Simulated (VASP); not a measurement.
A convergence study with VASP on ZnSe (zinc blende): one setting is varied, all else stays as given below, so the limit is that of these other settings. Each run relaxes cell and ions from the cell shown.

```
ZnSe
1.0
    0.00000     2.83500     2.83500
    2.83500     0.00000     2.83500
    2.83500     2.83500     0.00000
Zn Se
1 1
Direct
  0.00000   0.00000   0.00000
  0.25000   0.25000   0.25000
```

Calculation: PBEsol GGA, VASP's PBE PAW potentials (set 64) (plane waves; VASP 6.6.1). The tightest run used: 550 eV cut-off, 12×12×12 Γ-centred mesh, Gaussian smearing of 0.050 eV, potentials Zn Se.

Gaps are read on the run's mesh, which can miss a band edge.

Q: The settings run are 2×2×2 mesh; 3×3×3 mesh; 4×4×4 mesh; 5×5×5 mesh; 6×6×6 mesh; 8×8×8 mesh; 9×9×9 mesh; 10×10×10 mesh; 11×11×11 mesh; 12×12×12 mesh. From which on does the relaxed volume stay within 0.02 Å³/atom of the tightest run?

A: From 6×6×6 mesh on: it is off by 0.009 there and by no more than 0.02 in any finer run, while 5×5×5 mesh is off by 0.035.
| setting | relaxed volume (Å³/atom) | E (eV/atom) | gap on the mesh (eV) | irreducible k-points | difference judged (Å³/atom) |
|---|---|---|---|---|---|
| 2×2×2 mesh | 24.663 | -2.6533 | 0.698 | 3 | 2.226 |
| 3×3×3 mesh | 22.929 | -3.2385 | 1.095 | 4 | 0.492 |
| 4×4×4 mesh | 22.565 | -3.3503 | 1.189 | 8 | 0.128 |
| 5×5×5 mesh | 22.472 | -3.3766 | 1.216 | 10 | 0.035 |
| 6×6×6 mesh | 22.446 | -3.3837 | 1.224 | 16 | 0.009 |
| 8×8×8 mesh | 22.437 | -3.3866 | 1.227 | 29 | 0.000 |
| 9×9×9 mesh | 22.437 | -3.3869 | 1.227 | 35 | 0.000 |
| 10×10×10 mesh | 22.437 | -3.3870 | 1.227 | 47 | 0.000 |
| 11×11×11 mesh | 22.437 | -3.3871 | 1.227 | 56 | 0.000 |
| 12×12×12 mesh | 22.437 | -3.3871 | 1.228 | 72 | 0.000 |

Left out are rungs that failed or repeat a setting and relaxations that didn't move; long series are thinned to 24 rows.

The compound is ZnSe in the zinc blende structure.
